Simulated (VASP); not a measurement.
# How SCF threshold and smearing change a VASP run on LaRu2, part 2 of 3

A convergence test on LaRu2: the SCF threshold and smearing. The series runs use r2SCAN. The start is a cell from a database of measured crystal structures.

VASP 6.6.1; r2SCAN; plane waves and PAW (La, Ru_pv).

Still holding for the runs below: The k-mesh is coarse for a metal.

So far. Step 6 (SCF threshold: EDIFF = 1E-06): Against the run before the energy stays within 0.01 meV an atom; the pressure moves by +0.04 GPa, after 15 cycles in 48 s.

## 7. SCF threshold: EDIFF = 1E-08

File INCAR:

```
SYSTEM = LaRu2
PREC = Accurate
ENCUT = 400
EDIFF = 1E-08
NELM = 100
ISMEAR = -1
SIGMA = 0.05
LREAL = .FALSE.
ALGO = Normal
METAGGA = R2SCAN
LASPH = .TRUE.
NBANDS = 48
LORBIT = 11
LWAVE = .FALSE.
LCHARG = .FALSE.
KPAR = 4
ISIF = 2
```

File POSCAR:

```
LaRu2
1.0
    0.0000000000      3.8550000000      3.8550000000
    3.8550000000      0.0000000000      3.8550000000
    3.8550000000      3.8550000000      0.0000000000
La Ru
2 4
Direct
    0.0000000000      0.0000000000      0.0000000000
    0.2500000000      0.2500000000      0.2500000000
    0.6250000000      0.6250000000      0.6250000000
    0.1250000000      0.6250000000      0.6250000000
    0.6250000000      0.6250000000      0.1250000000
    0.6250000000      0.1250000000      0.6250000000
```

File KPOINTS:

```
Automatic mesh
0
Gamma
5 5 5
0 0 0
```

The projector-augmented-wave data sets are La and Ru_pv (PBE family, release 64).

Command:

```
$ mpirun -np 4 vasp_std
```

Log:

```text
[... set-up lines as in an earlier step ...]
 entering main loop
       N       E                     dE             d eps       ncg     rms          rms(c)
[... 13 cycles as in an earlier step ...]
DAV:  14    -0.161953263873E+03   -0.10147E-05   -0.28792E-05  1592   0.303E-02    0.524E-03
DAV:  15    -0.161953263776E+03    0.96779E-07   -0.54462E-06  1832   0.160E-02    0.268E-03
DAV:  16    -0.161953262974E+03    0.80207E-06   -0.94409E-07  1624   0.553E-03    0.704E-04
DAV:  17    -0.161953262906E+03    0.67595E-07   -0.75910E-08  1248   0.184E-03    0.181E-04
DAV:  18    -0.161953262836E+03    0.70488E-07   -0.47670E-09   720   0.109E-03    0.112E-04
DAV:  19    -0.161953262840E+03   -0.44929E-08   -0.23505E-09   720   0.674E-04
   1 F= -.16195326E+03 E0= -.16192595E+03  d E =-.546208E-01
```

Run time: 59 s. Hardware: 4 MPI ranks of AMD EPYC 9R45, shared host; peak memory 0.86 GiB; 3.1 min of CPU time.

From OUTCAR (step 7):

```text
  Total       -1.6479977     -1.6479977     -1.6479977      0.0000000     -0.0000000      0.0000000
  in kB      -23.0443275    -23.0443275    -23.0443275      0.0000000     -0.0000000      0.0000000
  external PRESSURE =     -23.0443275 kB  Pullay stress =       0.0000000 kB

 POSITION                                       TOTAL-FORCE (eV/Angst)
 -----------------------------------------------------------------------------------
      0.00000      0.00000      0.00000        -0.000000     -0.000000      0.000000
      1.92750      1.92750      1.92750         0.000000      0.000000     -0.000000
      4.81875      4.81875      4.81875         0.000000     -0.000000     -0.000000
      4.81875      2.89125      2.89125         0.000000     -0.000000     -0.000000
      2.89125      2.89125      4.81875         0.000000     -0.000000     -0.000000
      2.89125      4.81875      2.89125         0.000000     -0.000000     -0.000000
 -----------------------------------------------------------------------------------
    total drift:                                0.000000      0.000000      0.000000

  FREE ENERGIE OF THE ION-ELECTRON SYSTEM (eV)
  ---------------------------------------------------
  free  energy   TOTEN  =      -161.9532628402 eV

  energy  without entropy=     -161.8986420520  energy(sigma->0) =     -161.92595245

[... 2 parts as in an earlier step ...]

[... 1 further part left out ...]
[key lines of the parts left out:]
E-fermi :  10.7507
```

Against the run before the energy stays within 0.01 meV an atom; the pressure moves by -0.01 GPa, after 19 cycles in 59 s.

## 8. The SCF threshold series as a table

This step: convergence of r2SCAN results with the threshold; plane waves and PAW (VASP 6.6.1).

No new run; the numbers come from the runs before.

Differences are taken from the run with EDIFF = 1E-08. Results of the series, by row:

| setting | status | energy less the reference (meV/atom) | pressure (GPa) | SCF cycles | wall time (s) |
| --- | --- | --- | --- | --- | --- |
| EDIFF = 0.01 | converged | 0.2085 | -0.6065 | 10 | 25 |
| EDIFF = 0.001 | converged | 0.0485 | -1.462 | 11 | 32 |
| EDIFF = 1E-04 | converged | 0.001387 | -2.309 | 13 | 41 |
| EDIFF = 1E-05 | converged | 1.37e-4 | -2.329 | 14 | 45 |
| EDIFF = 1E-06 | converged | -1.77e-4 | -2.294 | 15 | 48 |
| EDIFF = 1E-08 | converged | 0 | -2.304 | 19 | 59 |

## 9. Smearing: ISMEAR = -1, SIGMA = 0.01

This step: r2SCAN; plane waves and PAW (La, Ru_pv) (VASP 6.6.1).

Smearing steadies the sum over the Fermi surface at the price of an entropy term.

INCAR: that of step 7 with these lines changed.

```diff
@@ -3,6 +3,6 @@
 ENCUT = 400
-EDIFF = 1E-08
+EDIFF = 1E-06
 NELM = 100
 ISMEAR = -1
-SIGMA = 0.05
+SIGMA = 0.01
 LREAL = .FALSE.
```

POSCAR is that of step 7.

KPOINTS is that of step 7.

Command:

```
$ mpirun -np 4 vasp_std
```

Log:

```text
[... set-up lines as in an earlier step ...]
 entering main loop
       N       E                     dE             d eps       ncg     rms          rms(c)
DAV:   1     0.766660301500E+03    0.76666E+03   -0.33479E+04  1280   0.211E+03
DAV:   2    -0.581613579384E+02   -0.82482E+03   -0.78607E+03  1144   0.505E+02
DAV:   3    -0.174721777058E+03   -0.11656E+03   -0.11096E+03  1504   0.177E+02
DAV:   4    -0.190269860768E+03   -0.15548E+02   -0.14669E+02  1864   0.582E+01
DAV:   5    -0.192100426635E+03   -0.18306E+01   -0.16323E+01  1800   0.162E+01    0.287E+01
DAV:   6    -0.166646278775E+03    0.25454E+02   -0.14188E+02  1512   0.630E+01    0.137E+01
DAV:   7    -0.161920970677E+03    0.47253E+01   -0.23278E+01  1648   0.305E+01    0.502E+00
DAV:   8    -0.161880301442E+03    0.40669E-01   -0.40879E+00  1584   0.996E+00    0.255E+00
DAV:   9    -0.161928242720E+03   -0.47941E-01   -0.37612E-01  1664   0.404E+00    0.132E+00
DAV:  10    -0.161926113519E+03    0.21292E-02   -0.87885E-02  1640   0.183E+00    0.318E-01
DAV:  11    -0.161926785857E+03   -0.67234E-03   -0.87795E-03  1848   0.630E-01    0.191E-01
DAV:  12    -0.161927024437E+03   -0.23858E-03   -0.15281E-03  1536   0.298E-01    0.542E-02
DAV:  13    -0.161926965234E+03    0.59203E-04   -0.36762E-04  1688   0.151E-01    0.238E-02
DAV:  14    -0.161926966058E+03   -0.82407E-06   -0.27847E-05  1528   0.299E-02    0.495E-03
DAV:  15    -0.161926966095E+03   -0.36694E-07   -0.45965E-06  1032   0.171E-02
   1 F= -.16192697E+03 E0= -.16192576E+03  d E =-.240579E-02
```

Wall time 48 s (4 MPI ranks); peak memory 0.85 GiB.

Parts of OUTCAR (step 9):

```text
   NELECT =      78.0000    total number of electrons

 E-fermi :  10.7328

 k-point     1 :       0.0000    0.0000    0.0000
  band No.  band energies     occupation
    ...
     34      10.4512      2.00000
     35      10.4512      2.00000
     36      10.7431      0.52463
     37      10.7431      0.52463
     38      10.7431      0.52450
     39      10.8217      0.00027
     40      10.8217      0.00027
     41      12.1691      0.00000
     42      12.1691      0.00000
     43      12.1691      0.00000
    ...

  Total       -1.6647096     -1.6647096     -1.6647096     -0.0000000     -0.0000000      0.0000000
  in kB      -23.2780146    -23.2780146    -23.2780146     -0.0000000     -0.0000000      0.0000000
  external PRESSURE =     -23.2780146 kB  Pullay stress =       0.0000000 kB

 POSITION                                       TOTAL-FORCE (eV/Angst)
 -----------------------------------------------------------------------------------
      0.00000      0.00000      0.00000        -0.000000     -0.000000     -0.000000
      1.92750      1.92750      1.92750         0.000000      0.000000      0.000000
      4.81875      4.81875      4.81875         0.000000      0.000000     -0.000000
      4.81875      2.89125      2.89125         0.000000      0.000000     -0.000000
      2.89125      2.89125      4.81875         0.000000      0.000000     -0.000000
      2.89125      4.81875      2.89125         0.000000      0.000000     -0.000000
 -----------------------------------------------------------------------------------
    total drift:                                0.000000      0.000000      0.000000

  FREE ENERGIE OF THE ION-ELECTRON SYSTEM (eV)
  ---------------------------------------------------
  free  energy   TOTEN  =      -161.9269660948 eV

  energy  without entropy=     -161.9245603078  energy(sigma->0) =     -161.92576320

[... 9 parts as in an earlier step ...]

[... 8 further parts left out ...]
```

This step gave:

| Quantity | Value |
| --- | --- |
| SCF cycles | 15 |
| free energy (TOTEN) | -161.9270 eV |
| energy at zero smearing | -161.9258 eV |
| Fermi energy | 10.73 eV |
| pressure | -2.328 GPa |

The series starts at -26.9876 eV an atom and -2.33 GPa, after 15 cycles in 48 s. The entropy term T·S comes to 0.40 meV an atom in size.

## 10. Smearing: ISMEAR = -1, SIGMA = 0.05

INCAR: that of step 9 with these lines changed.

```diff
@@ -6,3 +6,3 @@
 ISMEAR = -1
-SIGMA = 0.01
+SIGMA = 0.05
 LREAL = .FALSE.
```

POSCAR is that of step 9.

KPOINTS is that of step 9.

Command:

```
$ mpirun -np 4 vasp_std
```

Log:

```text
[... set-up lines as in an earlier step ...]
 entering main loop
       N       E                     dE             d eps       ncg     rms          rms(c)
[... 15 cycles as in an earlier step ...]
   1 F= -.16195326E+03 E0= -.16192595E+03  d E =-.546204E-01
```

Run time: 47 s. Hardware: 4 MPI ranks; peak memory 0.84 GiB.

OUTCAR, selected parts (step 10):

```text
[... 6 parts as in an earlier step ...]

[... 1 further part left out ...]
[key lines of the parts left out:]
E-fermi :  10.7506
```

Against the run before the energy at zero width moves by -0.03 meV an atom and the pressure by +0.03 GPa, after 15 cycles in 47 s. The entropy term T·S comes to 9.10 meV an atom in size.

## 11. Smearing: ISMEAR = -1, SIGMA = 0.1

INCAR: that of step 10 with these lines changed.

```diff
@@ -6,3 +6,3 @@
 ISMEAR = -1
-SIGMA = 0.05
+SIGMA = 0.1
 LREAL = .FALSE.
```

POSCAR is that of step 10.

KPOINTS is that of step 10.

Command:

```
$ mpirun -np 4 vasp_std
```

Log:

```text
[... set-up lines as in an earlier step ...]
 entering main loop
       N       E                     dE             d eps       ncg     rms          rms(c)
DAV:   1     0.766612410922E+03    0.76661E+03   -0.33479E+04  1280   0.211E+03
DAV:   2    -0.582905314376E+02   -0.82490E+03   -0.78621E+03  1144   0.505E+02
DAV:   3    -0.174766223444E+03   -0.11648E+03   -0.11102E+03  1504   0.177E+02
DAV:   4    -0.190399456265E+03   -0.15633E+02   -0.14640E+02  1864   0.582E+01
[...]
DAV:  13    -0.162037020338E+03    0.63122E-04   -0.38339E-04  1680   0.150E-01    0.236E-02
DAV:  14    -0.162037021291E+03   -0.95246E-06   -0.28922E-05  1520   0.298E-02    0.530E-03
DAV:  15    -0.162037021095E+03    0.19588E-06   -0.43498E-06  1072   0.157E-02
   1 F= -.16203702E+03 E0= -.16192196E+03  d E =-.230118E+00
```

Elapsed: 48 s, on 4 MPI ranks; peak memory 0.85 GiB.

From OUTCAR (step 11):

```text
  Total       -1.5471555     -1.5471555     -1.5471555      0.0000000     -0.0000000      0.0000000
  in kB      -21.6342282    -21.6342282    -21.6342282      0.0000000     -0.0000000      0.0000000
  external PRESSURE =     -21.6342282 kB  Pullay stress =       0.0000000 kB

 POSITION                                       TOTAL-FORCE (eV/Angst)
 -----------------------------------------------------------------------------------
      0.00000      0.00000      0.00000         0.000000     -0.000000     -0.000000
      1.92750      1.92750      1.92750        -0.000000      0.000000      0.000000
      4.81875      4.81875      4.81875         0.000000     -0.000000     -0.000000
      4.81875      2.89125      2.89125         0.000000     -0.000000     -0.000000
      2.89125      2.89125      4.81875         0.000000     -0.000000     -0.000000
      2.89125      4.81875      2.89125         0.000000     -0.000000     -0.000000
 -----------------------------------------------------------------------------------
    total drift:                                0.000000      0.000000      0.000000

  FREE ENERGIE OF THE ION-ELECTRON SYSTEM (eV)
  ---------------------------------------------------
  free  energy   TOTEN  =      -162.0370210948 eV

  energy  without entropy=     -161.8069029012  energy(sigma->0) =     -161.92196200

[... 2 parts as in an earlier step ...]

[... 1 further part left out ...]
[key lines of the parts left out:]
E-fermi :  10.7850
```

Against the run before the energy at zero width moves by +0.67 meV an atom and the pressure by +0.13 GPa, after 15 cycles in 48 s. The entropy term T·S comes to 38.35 meV an atom in size.

## 12. Smearing: ISMEAR = -1, SIGMA = 0.2

INCAR: that of step 11 with these lines changed.

```diff
@@ -6,3 +6,3 @@
 ISMEAR = -1
-SIGMA = 0.1
+SIGMA = 0.2
 LREAL = .FALSE.
```

POSCAR is that of step 11.

KPOINTS is that of step 11.

Command:

```
$ mpirun -np 4 vasp_std
```

Log:

```text
[... set-up lines as in an earlier step ...]
 entering main loop
       N       E                     dE             d eps       ncg     rms          rms(c)
DAV:   1     0.766486147715E+03    0.76649E+03   -0.33479E+04  1280   0.211E+03
DAV:   2    -0.586921506035E+02   -0.82518E+03   -0.78635E+03  1144   0.506E+02
DAV:   3    -0.174936021713E+03   -0.11624E+03   -0.11081E+03  1504   0.177E+02
DAV:   4    -0.190722192366E+03   -0.15786E+02   -0.14684E+02  1864   0.581E+01
[...]
DAV:  15    -0.162398328766E+03    0.21819E-06   -0.10129E-05  1296   0.220E-02    0.354E-03
DAV:  16    -0.162398327462E+03    0.13045E-05   -0.87608E-07   744   0.128E-02    0.758E-04
DAV:  17    -0.162398327399E+03    0.62664E-07   -0.69690E-07   744   0.805E-03
   1 F= -.16239833E+03 E0= -.16191304E+03  d E =-.970579E+00
```

Elapsed: 53 s, on 4 MPI ranks; peak memory 0.84 GiB.

From OUTCAR (step 12):

```text
  Total       -1.1544443     -1.1544443     -1.1544443      0.0000000      0.0000000      0.0000000
  in kB      -16.1428577    -16.1428577    -16.1428577      0.0000000      0.0000000      0.0000000
  external PRESSURE =     -16.1428577 kB  Pullay stress =       0.0000000 kB

 POSITION                                       TOTAL-FORCE (eV/Angst)
 -----------------------------------------------------------------------------------
      0.00000      0.00000      0.00000         0.000000      0.000000      0.000000
      1.92750      1.92750      1.92750        -0.000000     -0.000000     -0.000000
      4.81875      4.81875      4.81875        -0.000000     -0.000000      0.000000
      4.81875      2.89125      2.89125        -0.000000     -0.000000      0.000000
      2.89125      2.89125      4.81875        -0.000000     -0.000000      0.000000
      2.89125      4.81875      2.89125        -0.000000     -0.000000      0.000000
 -----------------------------------------------------------------------------------
    total drift:                                0.000000      0.000000      0.000000

  FREE ENERGIE OF THE ION-ELECTRON SYSTEM (eV)
  ---------------------------------------------------
  free  energy   TOTEN  =      -162.3983273993 eV

  energy  without entropy=     -161.4277485498  energy(sigma->0) =     -161.91303797

[... 2 parts as in an earlier step ...]

[... 1 further part left out ...]
[key lines of the parts left out:]
E-fermi :  10.8382
```

Against the run before the energy at zero width moves by +1.49 meV an atom and the pressure by +0.55 GPa, after 17 cycles in 53 s. The entropy term T·S comes to 161.76 meV an atom in size.

## 13. Smearing: ISMEAR = -1, SIGMA = 0.5

INCAR: that of step 12 with these lines changed.

```diff
@@ -6,3 +6,3 @@
 ISMEAR = -1
-SIGMA = 0.2
+SIGMA = 0.5
 LREAL = .FALSE.
```

POSCAR is that of step 12.

KPOINTS is that of step 12.

Command:

```
$ mpirun -np 4 vasp_std
```

Log:

```text
[... set-up lines as in an earlier step ...]
 entering main loop
       N       E                     dE             d eps       ncg     rms          rms(c)
DAV:   1     0.765414013460E+03    0.76541E+03   -0.33479E+04  1280   0.211E+03
DAV:   2    -0.613215670236E+02   -0.82674E+03   -0.78797E+03  1144   0.507E+02
DAV:   3    -0.176608106475E+03   -0.11529E+03   -0.10998E+03  1504   0.178E+02
DAV:   4    -0.192775733929E+03   -0.16168E+02   -0.15048E+02  1864   0.581E+01
[...]
DAV:  21    -0.164786457253E+03   -0.12600E-05   -0.13038E-05   696   0.466E-03    0.101E-04
DAV:  22    -0.164786458298E+03   -0.10444E-05   -0.10765E-05   696   0.294E-03    0.125E-04
DAV:  23    -0.164786459221E+03   -0.92271E-06   -0.88742E-06   696   0.324E-03
   1 F= -.16478646E+03 E0= -.16205164E+03  d E =-.546964E+01
```

It took 66 s on 4 MPI ranks; peak memory 0.85 GiB.

Parts of OUTCAR (step 13):

```text
  Total        1.1165569      1.1165569      1.1165569      0.0000000      0.0000000      0.0000000
  in kB       15.6130698     15.6130698     15.6130698      0.0000000      0.0000000      0.0000000
  external PRESSURE =      15.6130698 kB  Pullay stress =       0.0000000 kB

 POSITION                                       TOTAL-FORCE (eV/Angst)
 -----------------------------------------------------------------------------------
      0.00000      0.00000      0.00000        -0.000000     -0.000000     -0.000000
      1.92750      1.92750      1.92750         0.000000      0.000000      0.000000
      4.81875      4.81875      4.81875        -0.000000     -0.000000     -0.000000
      4.81875      2.89125      2.89125        -0.000000      0.000000     -0.000000
      2.89125      2.89125      4.81875         0.000000      0.000000      0.000000
      2.89125      4.81875      2.89125         0.000000     -0.000000     -0.000000
 -----------------------------------------------------------------------------------
    total drift:                                0.000000      0.000000      0.000000

  FREE ENERGIE OF THE ION-ELECTRON SYSTEM (eV)
  ---------------------------------------------------
  free  energy   TOTEN  =      -164.7864592205 eV

  energy  without entropy=     -159.3168172600  energy(sigma->0) =     -162.05163824

[... 2 parts as in an earlier step ...]

[... 1 further part left out ...]
[key lines of the parts left out:]
E-fermi :  10.9593
```

Against the run before the energy at zero width moves by -23.10 meV an atom and the pressure by +3.18 GPa, after 23 cycles in 66 s. The entropy term T·S comes to 911.61 meV an atom in size.

## 14. Smearing: ISMEAR = 1, SIGMA = 0.01

INCAR: that of step 13 with these lines changed.

```diff
@@ -5,4 +5,4 @@
 NELM = 100
-ISMEAR = -1
-SIGMA = 0.5
+ISMEAR = 1
+SIGMA = 0.01
 LREAL = .FALSE.
```

POSCAR is that of step 13.

KPOINTS is that of step 13.

Command:

```
$ mpirun -np 4 vasp_std
```

Log:

```text
[... set-up lines as in an earlier step ...]
 entering main loop
       N       E                     dE             d eps       ncg     rms          rms(c)
DAV:   1     0.766662525179E+03    0.76666E+03   -0.33479E+04  1280   0.211E+03
DAV:   2    -0.581589149997E+02   -0.82482E+03   -0.78616E+03  1144   0.505E+02
DAV:   3    -0.174720902343E+03   -0.11656E+03   -0.11095E+03  1504   0.177E+02
DAV:   4    -0.190266873855E+03   -0.15546E+02   -0.14686E+02  1864   0.582E+01
[...]
DAV:  15    -0.161925361985E+03   -0.62743E-06   -0.11666E-05  1352   0.241E-02    0.393E-03
DAV:  16    -0.161925360734E+03    0.12513E-05   -0.11569E-06   776   0.125E-02    0.109E-03
DAV:  17    -0.161925360624E+03    0.10953E-06   -0.72920E-07   728   0.955E-03
   1 F= -.16192536E+03 E0= -.16192526E+03  d E =-.305107E-03
```

Run time: 52 s. Hardware: 4 MPI ranks; peak memory 0.85 GiB; 2.7 min of CPU time.

Parts of OUTCAR (step 14):

```text
  Total       -1.6739408     -1.6739408     -1.6739408     -0.0000000     -0.0000000     -0.0000000
  in kB      -23.4070961    -23.4070961    -23.4070961     -0.0000000     -0.0000000     -0.0000000
  external PRESSURE =     -23.4070961 kB  Pullay stress =       0.0000000 kB

  FREE ENERGIE OF THE ION-ELECTRON SYSTEM (eV)
  ---------------------------------------------------
  free  energy   TOTEN  =      -161.9253606240 eV

  energy  without entropy=     -161.9250555167  energy(sigma->0) =     -161.92525892

[... 3 parts as in an earlier step ...]

[... 1 further part left out ...]
[key lines of the parts left out:]
E-fermi :  10.7312
```

Against the first of the series the energy at zero width moves by +0.08 meV an atom and the pressure by -0.01 GPa, after 17 cycles in 52 s. The entropy term T·S comes to 0.05 meV an atom in size.

[end of part 2 of 3]

[Lines on the potential files, build, host, timing and source positions are cut from VASP's logs without a mark.]

[Logs are printed without paths, hosts, clocks, repeated set-up lines and the standing remarks that a program may print on its own settings, such as how far it seeks lower states.]

[Hosts, paths, dates, database ids (printed as entryN), source tags and the programs' standing remarks are cut or masked in the printed files.]

[A measured line is paired with the nearest computed mode of its activity, which favours agreement.]
